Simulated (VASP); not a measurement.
Calculation: LDA (Ceperley-Alder, Perdew-Zunger), VASP's LDA PAW potentials (set 64) (plane waves; VASP).

A VASP calculation is set up with these files.

### INCAR
```
ALGO=Normal
EDIFF=1E-6
ENCUT=400
ISIF=2
ISMEAR=0
LASPH=.TRUE.
LCHARG=.FALSE.
LREAL=.FALSE.
LWAVE=.FALSE.
NELM=100
PREC=Accurate
SIGMA=0.01
SYSTEM=N2
```

### POSCAR
```
N2
13.731760
  0.2974043386   0.0000000000   0.0000000000
 -0.1487022057   0.2575597010   0.0000000000
  0.0000000000   0.0000000000   0.5000000000
N
4
Cartesian
 -0.0000001730   0.1717065532   0.1644650000
  0.1487023058   0.0858531478   0.3355350000
  0.1487023058   0.0858531478   0.4144650000
 -0.0000001730   0.1717065532   0.0855350000
```

**KPOINTS**
```
Automatic mesh
0
Gamma
5 5 3
0 0 0
```

POTCAR, in this order: N (LDA.64 set). Program: vasp_std.

The run wrote:

File OUTCAR:
```
 ion  position               nearest neighbor table
   1  0.333  0.667  0.329-   4 1.08
   2  0.667  0.333  0.671-   3 1.08
   3  0.667  0.333  0.829-   2 1.08
   4  0.333  0.667  0.171-   1 1.08
  LATTYP: Found a hexagonal cell.
 ALAT       =     4.0838850000
 C/A-ratio  =     1.6812128647
 Subroutine PRICEL returns:
 Original cell was already a primitive cell.
 Subroutine GETGRP returns: Found 24 space group operations
The static configuration has the point symmetry D_3d.
 The point group associated with its full space group is D_6h.
The dynamic configuration has the point symmetry D_3d.
 Subroutine INISYM returns: Found 24 space group operations
 Subroutine IBZKPT returns following result:
 Found     10 irreducible k-points:

 Following reciprocal coordinates:
            Coordinates               Weight
  0.000000  0.000000  0.000000      1.000000
  0.200000  0.000000  0.000000      6.000000
  0.400000  0.000000  0.000000      6.000000
  0.200000  0.200000  0.000000      6.000000
  0.400000  0.200000  0.000000      6.000000
  0.000000  0.000000  0.333333      2.000000
  0.200000  0.000000  0.333333     12.000000
  0.400000  0.000000  0.333333     12.000000
  0.200000  0.200000  0.333333     12.000000
  0.400000  0.200000  0.333333     12.000000
   k-points           NKPTS =     10   k-points in BZ     NKDIM =     10   number of bands    NBANDS=     14
   number of dos      NEDOS =    301   number of ions     NIONS =      4
   total plane-waves  NPLWV =  37632
   dimension x,y,z NGX =    28 NGY =   28 NGZ =   48
   dimension x,y,z NGXF=    56 NGYF=   56 NGZF=   96
   ions per type =               4
   PREC   = accura    normal or accurate (medium, high low for compatibility)
   ISTART =      0    job   : 0-new  1-cont  2-samecut
   ICHARG =      2    charge: 1-file 2-atom 10-const
   ISPIN  =      1    spin polarized calculation?
   LNONCOLLINEAR =      F non collinear calculations
   LSORBIT =      F    spin-orbit coupling
   INIWAV =      1    electr: 0-lowe 1-rand  2-diag
   ENCUT  =  400.0 eV  29.40 Ry    5.42 a.u.   6.66  6.66 11.20*2*pi/ulx,y,z
   NELM   =    100;   NELMIN=  2; NELMDL= -5     # of ELM steps
   EDIFF  = 0.1E-05   stopping-criterion for ELM
   LREAL  =      F    real-space projection
   NLSPLINE    = F    spline interpolate recip. space projectors
   LMAXMIX     =    2 max onsite mixed and CHGCAR
   VOSKOWN=      0    Vosko Wilk Nusair interpolation
   EDIFFG = 0.1E-04   stopping-criterion for IOM
   NSW    =      0    number of steps for IOM
   NBLOCK =      1;   KBLOCK =      1    inner block; outer block
   IBRION =     -1    ionic relax: 0-MD 1-quasi-New 2-CG
   NFREE  =      0    steps in history (QN), initial steepest desc. (CG)
   ISIF   =      2    stress and relaxation
   ISYM   =      2    0-nonsym 1-usesym 2-fastsym
   TEIN   =    0.0    initial temperature
   TEBEG  =    0.0;   TEEND  =   0.0 temperature during run
   SMASS  =  -3.00    Nose mass-parameter (am)
   PSTRESS=    0.0 pullay stress
   NELECT =      20.0000    total number of electrons
   EFERMI =   0.00;   METHOD = LEGACY
   ISMEAR =     0;   SIGMA  =   0.01  broadening in eV -4-tet -1-fermi 0-gaus
   IALGO  =     38    algorithm
   LDIAG  =      T    sub-space diagonalisation (order eigenvalues)
   IMIX   =      4    mixing-type and parameters
     AMIX     =   0.40;   BMIX     =  1.00
     AMIX_MAG =   1.60;   BMIX_MAG =  1.00
     AMIN     =   0.10
   GGA     = CA    functional components
   VOSKOWN =     0    Vosko Wilk Nusair interpolation
   LHFCALC =     F    Hartree Fock is set to
   LHFONE  =     F    Hartree Fock one center treatment
   AEXX    =    0.0000 exact exchange contribution
...
```

OSZICAR:
```
       N       E                     dE             d eps       ncg     rms          rms(c)
DAV:   1     0.116016152926E+03    0.11602E+03   -0.84900E+03   280   0.981E+02
DAV:   2    -0.265005114902E+02   -0.14252E+03   -0.13879E+03   376   0.239E+02
DAV:   3    -0.370907985526E+02   -0.10590E+02   -0.10524E+02   376   0.779E+01
DAV:   4    -0.371700411151E+02   -0.79243E-01   -0.79110E-01   350   0.758E+00
DAV:   5    -0.371709964941E+02   -0.95538E-03   -0.95478E-03   334   0.771E-01    0.118E+01
DAV:   6    -0.354706798282E+02    0.17003E+01   -0.26340E+00   280   0.123E+01    0.679E+00
DAV:   7    -0.350806475031E+02    0.39003E+00   -0.15498E+00   328   0.955E+00    0.189E+00
DAV:   8    -0.350676533242E+02    0.12994E-01   -0.13716E-01   286   0.279E+00    0.332E-01
DAV:   9    -0.350671871141E+02    0.46621E-03   -0.70328E-03   298   0.653E-01    0.150E-01
DAV:  10    -0.350673589362E+02   -0.17182E-03   -0.12888E-03   352   0.283E-01    0.701E-02
DAV:  11    -0.350673105905E+02    0.48346E-04   -0.12537E-04   292   0.943E-02    0.867E-03
DAV:  12    -0.350673159476E+02   -0.53571E-05   -0.15826E-05   358   0.319E-02    0.165E-02
DAV:  13    -0.350673155599E+02    0.38769E-06   -0.13699E-06   158   0.112E-02
   1 F= -.35067316E+02 E0= -.35067316E+02  d E =-.136599E-13
```

OUTCAR:
```
------------------------ aborting loop because EDIFF is reached ----------------------------------------
  FORCE on cell =-STRESS in cart. coord.  units (eV):
  Direction    XX          YY          ZZ          XY          YZ          ZX
  --------------------------------------------------------------------------------------
  Total       -2.0735814     -2.0735812      4.9213307      0.0000003      0.0000000      0.0000000
  in kB      -33.5010049    -33.5010019     79.5095519      0.0000047      0.0000000      0.0000000
  external PRESSURE =       4.1691817 kB  Pullay stress =       0.0000000 kB
  volume of cell :       99.17
      direct lattice vectors                 reciprocal lattice vectors
     4.083885000  0.000000000  0.000000000     0.244864877  0.141372844  0.000000000
    -2.041943000  3.536748000  0.000000000     0.000000000  0.282745618  0.000000000
     0.000000000  0.000000000  6.865880000     0.000000000  0.000000000  0.145647754
 POSITION                                       TOTAL-FORCE (eV/Angst)
 -----------------------------------------------------------------------------------
     -0.00000      2.35783      2.25839         0.000000     -0.000000      3.341249
      2.04194      1.17891      4.60749         0.000000      0.000000     -3.341249
      2.04194      1.17891      5.69133         0.000000      0.000000      3.341249
     -0.00000      2.35783      1.17455        -0.000000     -0.000000     -3.341249
 -----------------------------------------------------------------------------------
    total drift:                               -0.001296      0.000173      0.000000
  FREE ENERGIE OF THE ION-ELECTRON SYSTEM (eV)
  ---------------------------------------------------
  free  energy   TOTEN  =       -35.0673155599 eV

  energy  without entropy=      -35.0673155599  energy(sigma->0) =      -35.06731556
```
(Selected blocks of OUTCAR.)

At this cut-off the stress carries a Pulay error, which pulls relaxed volumes low.

The structure comes from a computed database's N2 entry (P6_3/mmc); how it stands against other phases isn't given here. The cell was not relaxed at this level, and its volume differs by -5.9 % from the start's.
